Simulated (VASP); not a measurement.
Input for VASP

POSCAR:
```
WC
1
    1.4550000000    -2.5201340000     0.0000000000
    1.4550000000     2.5201340000     0.0000000000
    0.0000000000     0.0000000000     2.8400000000
W C
1 1
Direct
  0.0000000000   0.0000000000   0.0000000000
  0.3333330000   0.6666670000   0.5000000000
```

**KPOINTS**
```
kpoints
0
G
 13 13 12
0 0 0
```

### INCAR
```
ALGO  =  Normal
EDIFF  =  1E-6
EDIFFG  =  -0.01
ENCUT  =  520
GGA  =  RE
IBRION  =  2
ISIF  =  3
ISMEAR  =  1
LASPH  =  T
LCHARG  =  F
LMAXMIX  =  6
LREAL  =  F
LWAVE  =  F
NELM  =  100
NSW  =  60
PREC  =  Accurate
SIGMA  =  0.1
SYSTEM  =  WC
```

POTCAR, in this order: W_sv C (PBE.64 set). Program: vasp_std.

Question: Translate this revPBE calculation to Ansatz.

Answer: One equivalent input (not run):
Ansatz 0.2 input:
```yaml
crystal:
  lattice:
    - [1.4550000, -2.5201340, 0.0000000]
    - [1.4550000, 2.5201340, 0.0000000]
    - [0.0000000, 0.0000000, 2.8400000]
  atoms:
    - { symbol: W, position: [0.0000000, 0.0000000, 0.0000000] }
    - { symbol: C, position: [0.3333330, 0.6666670, 0.5000000] }
kpoints:
  mp_grid: { grid: [13, 13, 12] }
hamiltonian:
  xc: revpbe
  pseudopotentials: { kind: paw }
scf:
  occupations: { method: methfessel_paxton, width: 0.1 }
  max_iter: 100
relax:
  max_steps: 60
  f_tol: 0.01
  cell: {}
output: { forces: true, stress: true, eigenvalues: true }
```
Limits of the translation: each code has its own PAW files, so the cut-off isn't converted (ENCUT is set for VASP's; basis.ecutwfc is left out, and Ansatz then takes the one that its files recommend); Ansatz stops its SCF on the density residual and VASP on the energy change (EDIFF).

The compound is WC in the wc structure. This run relaxes it. Symmetry was kept, so distortions that lower it aren't found.
